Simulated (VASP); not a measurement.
```
Ba
1.0
   -2.56020     2.56020     2.56020
    2.56020    -2.56020     2.56020
    2.56020     2.56020    -2.56020
Ba
1
Direct
  0.00000   0.00000   0.00000
```

Computed with PBE GGA, VASP's PBE PAW potentials (set 64) (plane waves; VASP). Settings: 400 eV cut-off, 9×9×9 Γ-centred mesh, second-order Methfessel-Paxton smearing of 0.50 eV, potentials Ba_sv.

Unless said otherwise, spin-orbit coupling is left out, though it shifts the bands of the heavy elements here.

Question: Predict the energy per atom (σ→0), band gap (on the k-mesh) with the smallest direct gap where there is one.

Answer: 
band gap (on the k-mesh): none (metal, semimetal or under 0.01 eV)
energy per atom (σ→0): -1.905 eV/atom

The absolute energy has meaning only against runs of the same code, potentials and settings.

The compound is Ba in the bcc structure. The cell was not relaxed at this level. The run is one of a series of settings (ISMEAR = 2, SIGMA = 0.5 against the base run), some of them coarse on purpose.
